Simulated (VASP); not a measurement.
# GW on SiC (Moissanite 3C), part 2 of 3

Wanted: how far GW moves the Kohn-Sham levels of SiC (Moissanite 3C). The cell is of the zinc-blende type, one of the forms listed for this formula. The start is a cell from a database of measured crystal structures.

VASP 6.6.1, plane waves and PAW; the level of theory is named at each step.

So far. Step 2 (Ground state): The cell has a gap of 1.54 eV on this mesh and a pressure of -5.3 GPa, which holds the misfit of the given cell and coordinates with this functional, and any error of cutoff, mesh and data sets. Step 3 (Empty bands): WAVECAR now holds 20 bands for 8 electrons. Its independent-particle dielectric tensor has xx, yy, zz = 7.6, 7.6, 7.6 on this mesh, which isn't tested for convergence in mesh or bands and lacks local fields.

## 4. G0W0, bands in the sums 20

This step: G0W0 on LDA; plane waves and PAW (Si_GW, C_GW) (VASP 6.6.1).

G0W0 keeps orbitals and screening fixed and shifts each of the lowest NBANDSGW levels once.

INCAR reads:

```
SYSTEM = SiC
PREC = Accurate
ENCUT = 440
ISMEAR = 0
SIGMA = 0.01
LREAL = .FALSE.
GGA = CA
NBANDS = 20
ALGO = EVGW0
NELMGW = 1
ENCUTGW = 180
NOMEGA = 48
PRECFOCK = Fast
NBANDSGW = 12
LWAVE = .FALSE.
LCHARG = .FALSE.
```

POSCAR reads:

```
SiC
1.0
    0.0000000000      2.1790000000      2.1790000000
    2.1790000000      0.0000000000      2.1790000000
    2.1790000000      2.1790000000      0.0000000000
Si C
1 1
Direct
    0.0000000000      0.0000000000      0.0000000000
    0.7500000000      0.7500000000      0.7500000000
```

KPOINTS reads:

```
Automatic mesh
0
Gamma
7 7 7
0 0 0
```

Potentials, in the order of the species: Si_GW and C_GW (LDA family, release 64).

The run is started by

```console
mpirun -np 4 vasp_std
```

The log of the run:

```text
[banner, memory and clock lines left out]
running    4 mpi-ranks, on    1 nodes
 distrk:  each k-point on    4 cores,    1 groups
 distr:  one band on    1 cores,    4 groups

 POSCAR found type information on POSCAR SiC
 POSCAR found :  2 types and       2 ions
|                                                                             |
|           W    W    AA    RRRRR   N    N  II  N    N   GGGG   !!!           |
|           W    W   A  A   R    R  NN   N  II  NN   N  G    G  !!!           |
|           W    W  A    A  R    R  N N  N  II  N N  N  G       !!!           |
|           W WW W  AAAAAA  RRRRR   N  N N  II  N  N N  G  GGG   !            |
|           WW  WW  A    A  R   R   N   NN  II  N   NN  G    G                |
|           W    W  A    A  R    R  N    N  II  N    N   GGGG   !!!           |
|                                                                             |
|     The default for ENCUTGWSOFT is different in this version of VASP.       |
|     please manually set ENCUTGWSOFT =180 in the INCAR file.                 |
|                                                                             |

 LDA part: xc-table for (Slater(with rela. corr.)+CA(PZ))
 , standard interpolation
 found WAVECAR, reading the header
 POSCAR, INCAR and KPOINTS ok, starting setup
 FFT: planning ... GRIDC
 FFT: planning ... GRID_SOFT
 FFT: planning ... GRID
 reading WAVECAR
 the WAVECAR file was read successfully
 initial charge from wavefunction
 available memory per node:    168.66 GB, setting MAXMEM to    172707

 The Fermi energy was updated, please check that it is located mid-gap
 values below the HOMO (VB) or above the LUMO (CB) will cause erroneous energies
 E-fermi :   8.5135

 calculate exact exchange contribution
 the WAVEDER file was read successfully
energies w=
    0.000    0.000    0.639    0.000    1.276    0.000    1.907    0.000
    2.531    0.000    3.146    0.000    3.751    0.000    4.345    0.000
    4.928    0.000    5.501    0.000    6.062    0.000    6.615    0.000
    7.160    0.000    7.699    0.000    8.232    0.000    8.763    0.000
    9.293    0.000    9.825    0.000   10.360    0.000   10.902    0.000
   11.452    0.000   12.015    0.000   12.593    0.000   13.190    0.000
   13.811    0.000   14.460    0.000   15.143    0.000   15.868    0.000
   16.640    0.000   17.471    0.000   18.371    0.000   19.355    0.000
   20.440    0.000   21.649    0.000   23.010    0.000   24.559    0.000
   26.347    0.000   28.439    0.000   30.928    0.000   33.947    0.000
   37.691    0.000   42.461    0.000   48.749    0.000   57.409    0.000
   70.078    0.000   90.319    0.000  127.670    0.000  219.177    0.000
 responsefunction array rank=     120
 LDA part: xc-table for (Slater(with rela. corr.)+CA(PZ))
 , standard interpolation

 min. memory requirement per mpi rank    119.9 MB, per node    479.6 MB

 allocating  12 responsefunctions rank=   120
 shmem allocating  48 responsefunctions rank=   120
 response function shared by NCSHMEM nodes    1
 Doing           12  frequencies on each core in blocks of           48
NQ=   1    0.0000    0.0000    0.0000,
|.........|.........|.........|.........|.........|.........|.........|.........
 performed         53000 updates of chi_q(r,r)
 total number of BLAS operations          5.47 Gflops
NQ=   2    0.1429    0.0000    0.0000,
|.........|.........|.........|.........|.........|.........|.........|.........
 performed        153000 updates of chi_q(r,r)
 total number of BLAS operations         16.24 Gflops
NQ=   3    0.2857    0.0000    0.0000,
|.........|.........|.........|.........|.........|.........|.........|.........
 performed        253000 updates of chi_q(r,r)
 total number of BLAS operations         26.64 Gflops
NQ=   4    0.4286    0.0000    0.0000,
|.........|.........|.........|.........|.........|.........|.........|.........
 performed        353000 updates of chi_q(r,r)
 total number of BLAS operations         37.04 Gflops
NQ=   5    0.1429    0.1429    0.0000,
|.........|.........|.........|.........|.........|.........|.........|.........
 performed        450000 updates of chi_q(r,r)
 total number of BLAS operations         47.74 Gflops
NQ=   6    0.2857    0.1429    0.0000,
|.........|.........|.........|.........|.........|.........|.........|.........
 performed        615000 updates of chi_q(r,r)
 total number of BLAS operations         64.93 Gflops
NQ=   7    0.4286    0.1429    0.0000,
|.........|.........|.........|.........|.........|.........|.........|.........
 performed        780000 updates of chi_q(r,r)
 total number of BLAS operations         81.52 Gflops
NQ=   8   -0.4286    0.1429    0.0000,
|.........|.........|.........|.........|.........|.........|.........|.........
 performed        945000 updates of chi_q(r,r)
 total number of BLAS operations         99.32 Gflops
NQ=   9   -0.2857    0.1429    0.0000,
|.........|.........|.........|.........|.........|.........|.........|.........
 performed       1110000 updates of chi_q(r,r)
 total number of BLAS operations        116.51 Gflops
NQ=  10   -0.1429    0.1429    0.0000,
|.........|.........|.........|.........|.........|.........|.........|.........
 performed       1246000 updates of chi_q(r,r)
 total number of BLAS operations        131.47 Gflops
NQ=  11    0.2857    0.2857    0.0000,
|.........|.........|.........|.........|.........|.........|.........|.........
 performed       1343000 updates of chi_q(r,r)
 total number of BLAS operations        142.16 Gflops
NQ=  12    0.4286    0.2857    0.0000,
|.........|.........|.........|.........|.........|.........|.........|.........
 performed       1508000 updates of chi_q(r,r)
 total number of BLAS operations        159.96 Gflops
NQ=  13   -0.4286    0.2857    0.0000,
|.........|.........|.........|.........|.........|.........|.........|.........
 performed       1673000 updates of chi_q(r,r)
 total number of BLAS operations        175.96 Gflops
NQ=  14   -0.2857    0.2857    0.0000,
|.........|.........|.........|.........|.........|.........|.........|.........
 performed       1809000 updates of chi_q(r,r)
 total number of BLAS operations        189.42 Gflops
NQ=  15    0.4286    0.4286    0.0000,
|.........|.........|.........|.........|.........|.........|.........|.........
 performed       1906000 updates of chi_q(r,r)
 total number of BLAS operations        199.94 Gflops
NQ=  16   -0.4286    0.4286    0.0000,
|.........|.........|.........|.........|.........|.........|.........|.........
 performed       2042000 updates of chi_q(r,r)
 total number of BLAS operations        213.15 Gflops
NQ=  17    0.4286    0.2857    0.1429,
|.........|.........|.........|.........|.........|.........|.........|.........
 performed       2227000 updates of chi_q(r,r)
 total number of BLAS operations        233.82 Gflops
NQ=  18   -0.4286    0.2857    0.1429,
|.........|.........|.........|.........|.........|.........|.........|.........
 performed       2435000 updates of chi_q(r,r)
 total number of BLAS operations        255.50 Gflops
NQ=  19   -0.4286    0.4286    0.1429,
|.........|.........|.........|.........|.........|.........|.........|.........
 performed       2620000 updates of chi_q(r,r)
 total number of BLAS operations        273.13 Gflops
NQ=  20   -0.2857    0.4286    0.1429,
|.........|.........|.........|.........|.........|.........|.........|.........
 performed       2793000 updates of chi_q(r,r)
 total number of BLAS operations        289.97 Gflops
 resolving degeneracies of screened two electron integrals

 calculate QP shifts <psi_nk| G(iteration)W_0 |psi_nk>: iteration 1
 entering main loop
```

Wall time 1.9 min (4 MPI ranks of AMD EPYC 7R43, shared host); peak memory 0.6 GiB; 7.5 min of CPU time.

From OUTCAR (step 4):

```text
The static configuration has the point symmetry T_d .

 Found     20 irreducible k-points:

   k-points           NKPTS =     20   k-points in BZ     NKDIM =    343   number of bands    NBANDS=     20

   NELECT =       8.0000    total number of electrons

 E-fermi :   8.5135

 QP shifts <psi_nk| G(iteration)W_0 |psi_nk>: iteration 1
 for sc-GW calculations column KS-energies equals QP-energies in previous step
 and V_xc(KS)=  KS-energies - (<T + V_ion + V_H > + <T+V_H+V_ion>^1  + <V_x>^1)
 k-point   1 :       0.0000    0.0000    0.0000
  band No.  KS-energies  QP-energies   sigma(KS)   V_xc(KS)     V^pw_x(r,r')   Z            occupation Imag(sigma)
      1      -7.5814      -8.1572     -13.5875     -12.7885     -21.6071       0.7207       2.0000       1.5261
      2       7.7448       7.9635     -14.6956     -14.9726     -17.3537       0.7893       2.0000       0.0798
      3       7.7448       7.9635     -14.6956     -14.9726     -17.3537       0.7893       2.0000       0.0798
      4       7.7448       7.9635     -14.6956     -14.9726     -17.3537       0.7893       2.0000       0.0798
      5      14.0285      15.1918     -11.8219     -13.3173      -7.4277       0.7779       0.0000      -0.1129
      6      14.9296      16.3633     -10.0845     -11.8864      -5.7871       0.7957       0.0000      -0.1047
      7      14.9296      16.3633     -10.0845     -11.8864      -5.7871       0.7957       0.0000      -0.1047
      8      14.9296      16.3633     -10.0845     -11.8864      -5.7871       0.7957       0.0000      -0.1047
    ...

 k-point   2 :       0.1429    0.0000    0.0000
  band No.  KS-energies  QP-energies   sigma(KS)   V_xc(KS)     V^pw_x(r,r')   Z            occupation Imag(sigma)
      1      -7.1829      -7.7406     -13.6140     -12.8401     -21.5261       0.7207       2.0000       1.4531
      2       5.9026       5.8984     -14.2013     -14.1959     -17.2455       0.7776       2.0000       0.0989
      3       7.4871       7.6739     -14.6025     -14.8398     -17.2997       0.7872       2.0000       0.0811
      4       7.4871       7.6739     -14.6025     -14.8398     -17.2997       0.7872       2.0000       0.0811
      5      14.1360      15.3943     -10.9231     -12.5171      -6.6405       0.7894       0.0000      -0.1047
      6      15.3561      16.8207     -10.1661     -12.0154      -5.7407       0.7919       0.0000      -0.1149
      7      15.3561      16.8207     -10.1661     -12.0154      -5.7407       0.7919       0.0000      -0.1149
      8      15.7117      17.1922     -11.3502     -13.2545      -6.7941       0.7775       0.0000      -0.1357
    ...

 k-point   3 :       0.2857    0.0000    0.0000
  band No.  KS-energies  QP-energies   sigma(KS)   V_xc(KS)     V^pw_x(r,r')   Z            occupation Imag(sigma)
      1      -6.0272      -6.5455     -13.7368     -13.0247     -21.3348       0.7278       2.0000       1.2643
      2       2.6408       2.3958     -13.6646     -13.3370     -17.7678       0.7478       2.0000       0.1811
      3       7.0231       7.1543     -14.5034     -14.6705     -17.3073       0.7855       2.0000       0.0851
      4       7.0231       7.1543     -14.5034     -14.6705     -17.3073       0.7855       2.0000       0.0851
      5      13.5363      14.7954     -10.7999     -12.3807      -6.6882       0.7965       0.0000      -0.0930
      6      15.4515      16.8933      -9.9588     -11.7763      -5.5008       0.7932       0.0000      -0.1191
      7      15.4515      16.8933      -9.9588     -11.7763      -5.5008       0.7932       0.0000      -0.1191
      8      17.2888      18.8369     -11.3115     -13.3435      -6.1404       0.7619       0.0000      -0.2163
    ...

[... 7 parts as in an earlier step ...]

[... 5 further parts left out ...]
```

Numbers from this step:

```
quasiparticle gap on the mesh                 : 2.264 eV
smallest direct quasiparticle gap on the mesh : 5.688 eV
gap of the starting orbitals on the mesh      : 1.537 eV
```

GW takes the gap from 1.537 to 2.264 eV. The value holds for 20 bands, ENCUTGW = 180 eV and this mesh, and isn't shown to be converged in them.

## 5. Empty bands

This step: LDA; plane waves and PAW (Si_GW, C_GW) (VASP 6.6.1).

The empty bands are made again, for the run that follows.

INCAR reads:

```
SYSTEM = SiC
PREC = Accurate
ENCUT = 440
ISMEAR = 0
SIGMA = 0.01
LREAL = .FALSE.
GGA = CA
NBANDS = 36
ALGO = Exact
NELM = 1
LWAVE = .TRUE.
LCHARG = .FALSE.
LOPTICS = .TRUE.
NEDOS = 1000
CSHIFT = 0.1
```

POSCAR is that of step 4.

KPOINTS is that of step 4.

The run is started by

```console
mpirun -np 4 vasp_std
```

The log of the run:

```text
[banner, memory and clock lines left out]
running    4 mpi-ranks, on    1 nodes
[...]
LDA part: xc-table for (Slater(with rela. corr.)+CA(PZ))
 , standard interpolation
 found WAVECAR, reading the header
  number of bands has changed, file:    10 present:    36
  trying to continue reading WAVECAR, but it might fail
 POSCAR, INCAR and KPOINTS ok, starting setup
[...]
reading WAVECAR
 random initialization beyond band           10
 the WAVECAR file was read successfully
 initial charge from wavefunction
 entering main loop
       N       E                     dE             d eps       ncg     rms          rms(c)
[... 1 cycle as in an earlier step ...]
   1 F= -.16634382E+02 E0= -.16634382E+02  d E =-.770785E-34
 writing wavefunctions
 optical routines
 imaginary and real dielectric function
 recalculating local potential from charge density
 direction            1
 direction            2
 direction            3
```

Elapsed: 8 s, on 4 MPI ranks; peak memory 0.4 GiB; 26 s of CPU time.

OUTCAR, selected parts (step 5):

```text
  Total       -0.6852123     -0.6852123     -0.6852123      0.0000000      0.0000000      0.0000000
  in kB      -53.0559438    -53.0559438    -53.0559438      0.0000000      0.0000000      0.0000000
  external PRESSURE =     -53.0559438 kB  Pullay stress =       0.0000000 kB

 POSITION                                       TOTAL-FORCE (eV/Angst)
 -----------------------------------------------------------------------------------
      0.00000      0.00000      0.00000         0.000000     -0.000000     -0.000000
      3.26850      3.26850      3.26850        -0.000000      0.000000      0.000000
 -----------------------------------------------------------------------------------
    total drift:                                0.000000      0.000000     -0.000000

[... 3 parts as in an earlier step ...]

[... 2 further parts left out ...]
[key lines of the parts left out:]
E-fermi :   7.8277
```

WAVECAR now holds 36 bands for 8 electrons.

## 6. G0W0, bands in the sums 36

This step: G0W0 on LDA; plane waves and PAW (Si_GW, C_GW) (VASP 6.6.1).

The sums now run over 36 bands at the same response cutoff.

INCAR reads:

```
SYSTEM = SiC
PREC = Accurate
ENCUT = 440
ISMEAR = 0
SIGMA = 0.01
LREAL = .FALSE.
GGA = CA
NBANDS = 36
ALGO = EVGW0
NELMGW = 1
ENCUTGW = 180
NOMEGA = 48
PRECFOCK = Fast
NBANDSGW = 12
LWAVE = .FALSE.
LCHARG = .FALSE.
```

POSCAR is that of step 5.

KPOINTS is that of step 5.

The run is started by

```console
mpirun -np 4 vasp_std
```

The log of the run:

```text
[banner, memory and clock lines left out]
running    4 mpi-ranks, on    1 nodes
[...]
[... a notice as in an earlier step ...]

 LDA part: xc-table for (Slater(with rela. corr.)+CA(PZ))
 , standard interpolation
 found WAVECAR, reading the header
 POSCAR, INCAR and KPOINTS ok, starting setup
[...]
reading WAVECAR
 the WAVECAR file was read successfully
 initial charge from wavefunction
 available memory per node:    168.46 GB, setting MAXMEM to    172507

 The Fermi energy was updated, please check that it is located mid-gap
 values below the HOMO (VB) or above the LUMO (CB) will cause erroneous energies
 E-fermi :   8.5135

 calculate exact exchange contribution
 the WAVEDER file was read successfully
energies w=
    0.000    0.000    0.639    0.000    1.276    0.000    1.908    0.000
    2.532    0.000    3.147    0.000    3.753    0.000    4.347    0.000
    4.930    0.000    5.502    0.000    6.064    0.000    6.618    0.000
[...]
total number of BLAS operations        373.70 Gflops
NQ=  16   -0.4286    0.4286    0.0000,
|.........|.........|.........|.........|.........|.........|.........|.........
 performed       3819000 updates of chi_q(r,r)
 total number of BLAS operations        398.34 Gflops
NQ=  17    0.4286    0.2857    0.1429,
|.........|.........|.........|.........|.........|.........|.........|.........
 performed       4161000 updates of chi_q(r,r)
 total number of BLAS operations        436.51 Gflops
NQ=  18   -0.4286    0.2857    0.1429,
|.........|.........|.........|.........|.........|.........|.........|.........
 performed       4545000 updates of chi_q(r,r)
 total number of BLAS operations        476.45 Gflops
NQ=  19   -0.4286    0.4286    0.1429,
|.........|.........|.........|.........|.........|.........|.........|.........
 performed       4887000 updates of chi_q(r,r)
 total number of BLAS operations        509.02 Gflops
NQ=  20   -0.2857    0.4286    0.1429,
|.........|.........|.........|.........|.........|.........|.........|.........
 performed       5208000 updates of chi_q(r,r)
 total number of BLAS operations        540.19 Gflops
 resolving degeneracies of screened two electron integrals

 calculate QP shifts <psi_nk| G(iteration)W_0 |psi_nk>: iteration 1
 entering main loop
```

Wall time 3 min (4 MPI ranks); peak memory 0.65 GiB; 12 min of CPU time.

From OUTCAR (step 6):

```text
 QP shifts <psi_nk| G(iteration)W_0 |psi_nk>: iteration 1
 for sc-GW calculations column KS-energies equals QP-energies in previous step
 and V_xc(KS)=  KS-energies - (<T + V_ion + V_H > + <T+V_H+V_ion>^1  + <V_x>^1)
 k-point   1 :       0.0000    0.0000    0.0000
  band No.  KS-energies  QP-energies   sigma(KS)   V_xc(KS)     V^pw_x(r,r')   Z            occupation Imag(sigma)
      1      -7.5814      -8.3719     -13.8871     -12.7885     -21.6071       0.7195       2.0000       1.4340
      2       7.7448       7.6116     -15.1419     -14.9726     -17.3537       0.7868       2.0000       0.0580
      3       7.7448       7.6116     -15.1419     -14.9726     -17.3537       0.7868       2.0000       0.0580
      4       7.7448       7.6116     -15.1419     -14.9726     -17.3537       0.7868       2.0000       0.0580
      5      14.0285      14.8936     -12.2041     -13.3173      -7.4277       0.7771       0.0000      -0.1131
      6      14.9296      16.0223     -10.5083     -11.8864      -5.7871       0.7929       0.0000      -0.1056
      7      14.9296      16.0223     -10.5083     -11.8864      -5.7871       0.7929       0.0000      -0.1056
      8      14.9296      16.0223     -10.5083     -11.8864      -5.7871       0.7929       0.0000      -0.1056
    ...

[... 1 part as in an earlier step ...]

[... 2 further parts left out ...]
[key lines of the parts left out:]
E-fermi :   8.5135
```

The gap is now 2.333 eV, +68 meV against the GW run before.

## 7. Empty bands

This step: LDA; plane waves and PAW (Si_GW, C_GW) (VASP 6.6.1).

The empty bands are made again, for the run that follows.

INCAR reads:

```
SYSTEM = SiC
PREC = Accurate
ENCUT = 440
ISMEAR = 0
SIGMA = 0.01
LREAL = .FALSE.
GGA = CA
NBANDS = 72
ALGO = Exact
NELM = 1
LWAVE = .TRUE.
LCHARG = .FALSE.
LOPTICS = .TRUE.
NEDOS = 1000
CSHIFT = 0.1
```

POSCAR is that of step 6.

KPOINTS is that of step 6.

The run is started by

```console
mpirun -np 4 vasp_std
```

The log of the run:

```text
[banner, memory and clock lines left out]
running    4 mpi-ranks, on    1 nodes
[...]
LDA part: xc-table for (Slater(with rela. corr.)+CA(PZ))
 , standard interpolation
 found WAVECAR, reading the header
  number of bands has changed, file:    10 present:    72
  trying to continue reading WAVECAR, but it might fail
 POSCAR, INCAR and KPOINTS ok, starting setup
[...]
reading WAVECAR
 random initialization beyond band           10
 the WAVECAR file was read successfully
 initial charge from wavefunction
 entering main loop
       N       E                     dE             d eps       ncg     rms          rms(c)
[... 1 cycle as in an earlier step ...]
   1 F= -.16634382E+02 E0= -.16634382E+02  d E =-.582917E-20
 writing wavefunctions
 optical routines
 imaginary and real dielectric function
 recalculating local potential from charge density
 direction            1
 direction            2
 direction            3
```

Wall time 7.8 s (4 MPI ranks); peak memory 0.41 GiB.

From OUTCAR (step 7):

```text
  Total       -0.6852123     -0.6852123     -0.6852123      0.0000000      0.0000000     -0.0000000
  in kB      -53.0559438    -53.0559438    -53.0559438      0.0000000      0.0000000     -0.0000000
  external PRESSURE =     -53.0559438 kB  Pullay stress =       0.0000000 kB

[... 4 parts as in an earlier step ...]

[... 2 further parts left out ...]
[key lines of the parts left out:]
E-fermi :   7.8054
```

WAVECAR now holds 72 bands for 8 electrons.

(Continued in part 3 of 3.)

[Lines on the potential files, build, host, timing and source positions are cut from VASP's logs without a mark.]

[Logs are printed without paths, hosts, clocks, repeated set-up lines and the standing remarks that a program may print on its own settings, such as how far it seeks lower states.]

[Hosts, paths, dates, database ids (printed as entryN), source tags and the programs' standing remarks are cut or masked in the printed files.]

[Pressures printed for these runs are not shown converged in the cutoff: they can be off by several GPa and have the wrong sign.]
